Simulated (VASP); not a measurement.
Level of theory: PBEsol GGA, VASP's PBE PAW potentials (set 64) (plane waves; VASP).

VASP input:

### POSCAR
```
AuPt3
1.0
 -0.0082310281   3.9334086687   3.9983788646
  3.9334086687  -0.0082310281   3.9983788646
  1.9625888203   1.9625888203   0.0000000000
Pt Au
3 1
Direct
  0.0000000000   0.0000000000   1.0000000000
  0.0000000000   0.5000000000   0.0000000000
  0.5000000000   0.0000000000   1.0000000000
  0.5000000000   0.5000000000   0.0000000000
```

KPOINTS:
```
K-points
0
Gamma
 8 8 15
0 0 0
```

INCAR:
```
SYSTEM = AuPt3
PREC = Accurate
ENCUT = 400
EDIFF = 1E-7
NELM = 100
ALGO = Normal
LREAL = .FALSE.
LASPH = .TRUE.
ISMEAR = -5
GGA = PS
LMAXMIX = 6
LWAVE = .FALSE.
LCHARG = .TRUE.
LORBIT = 11
NEDOS = 601
ISIF = 2
LEFG = .TRUE.
```

POTCAR, in this order: Pt Au (PBE.64 set). Program: vasp_std.

The resulting files:

### OSZICAR
```
       N       E                     dE             d eps       ncg     rms          rms(c)
DAV:   1     0.216927718029E+03    0.21693E+03   -0.18063E+04 13504   0.131E+03
DAV:   2    -0.212215314606E+02   -0.23815E+03   -0.23312E+03 15848   0.307E+02
DAV:   3    -0.262906369089E+02   -0.50691E+01   -0.50118E+01 14408   0.462E+01
DAV:   4    -0.263457452823E+02   -0.55108E-01   -0.55062E-01 14600   0.474E+00
DAV:   5    -0.263465656586E+02   -0.82038E-03   -0.82017E-03 15000   0.531E-01    0.250E+01
DAV:   6    -0.248292524067E+02    0.15173E+01   -0.42514E+00 13696   0.175E+01    0.143E+01
DAV:   7    -0.247133132534E+02    0.11594E+00   -0.12649E+00 14168   0.104E+01    0.516E+00
DAV:   8    -0.246505532040E+02    0.62760E-01   -0.41332E-01 14480   0.775E+00    0.267E+00
DAV:   9    -0.246428507081E+02    0.77025E-02   -0.36701E-02 13304   0.187E+00    0.322E-01
DAV:  10    -0.246424655357E+02    0.38517E-03   -0.25118E-03 14656   0.504E-01    0.986E-02
DAV:  11    -0.246424536104E+02    0.11925E-04   -0.14351E-04 13616   0.943E-02    0.224E-02
DAV:  12    -0.246424699710E+02   -0.16361E-04   -0.18125E-05 15080   0.359E-02    0.103E-02
DAV:  13    -0.246424621288E+02    0.78422E-05   -0.40387E-06 14744   0.180E-02    0.364E-03
DAV:  14    -0.246424627442E+02   -0.61543E-06   -0.22184E-07  7440   0.377E-03    0.183E-03
DAV:  15    -0.246424635573E+02   -0.81307E-06   -0.41760E-08  6672   0.187E-03    0.548E-04
DAV:  16    -0.246424634649E+02    0.92428E-07   -0.46854E-09  6592   0.561E-04
   1 F= -.24642463E+02 E0= -.24642463E+02  d E =0.000000E+00
```

### OUTCAR
```
------------------------ aborting loop because EDIFF is reached ----------------------------------------
  FORCE on cell =-STRESS in cart. coord.  units (eV):
  Direction    XX          YY          ZZ          XY          YZ          ZX
  --------------------------------------------------------------------------------------
  Total       -0.0166383     -0.0166383     -0.1434599      0.0288327      0.0000000     -0.0000000
  in kB       -0.4309236     -0.4309236     -3.7155304      0.7467514      0.0000000     -0.0000000
  external PRESSURE =      -1.5257925 kB  Pullay stress =       0.0000000 kB
  volume of cell :       61.86
      direct lattice vectors                 reciprocal lattice vectors
    -0.008231028  3.933408669  3.998378865    -0.126850762  0.126850762  0.125050681
     3.933408669 -0.008231028  3.998378865     0.126850762 -0.126850762  0.125050681
     1.962588820  1.962588820  0.000000000     0.254765540  0.254765540 -0.250101362
 POSITION                                       TOTAL-FORCE (eV/Angst)
 -----------------------------------------------------------------------------------
      0.00000      0.00000      0.00000         0.000000     -0.000000     -0.000000
      1.96670     -0.00412      1.99919         0.000000      0.000000     -0.000000
     -0.00412      1.96670      1.99919         0.000000      0.000000     -0.000000
      1.96259      1.96259      3.99838        -0.000000      0.000000      0.000000
 -----------------------------------------------------------------------------------
    total drift:                               -0.000000     -0.000000      0.000000
  FREE ENERGIE OF THE ION-ELECTRON SYSTEM (eV)
  ---------------------------------------------------
  free  energy   TOTEN  =       -24.6424634649 eV

  energy  without entropy=      -24.6424634649  energy(sigma->0) =      -24.64246346

 total charge

# of ion       s       p       d       tot
------------------------------------------
    1        0.622   0.577   8.019   9.218
    2        0.612   0.558   8.069   9.238
    3        0.612   0.558   8.069   9.238
    4        0.563   0.464   8.733   9.759
--------------------------------------------------
tot          2.409   2.156  32.889  37.454

 Electric field gradients after diagonalization (V/A^2)
 (convention: |V_zz| > |V_xx| > |V_yy|)
----------------------------------------------------------------------
 ion       V_xx      V_yy      V_zz     asymmetry (V_yy - V_xx)/ V_zz
----------------------------------------------------------------------
   1      19.634     8.221   -27.855       0.410
   2      32.042     9.867   -41.908       0.529
   3      32.042     9.867   -41.908       0.529
   4      -9.965    -3.645    13.610       0.464
```
(Selected blocks of OUTCAR.)

For a metal the tetrahedron method with Blöchl corrections gives inexact stress and forces.

The structure was generated: AuPt3 was put into an ordered model structure (Cmmm), which need not be its known phase. It was relaxed first. The electron count is odd and the run is not spin-polarised, which forces a metal.
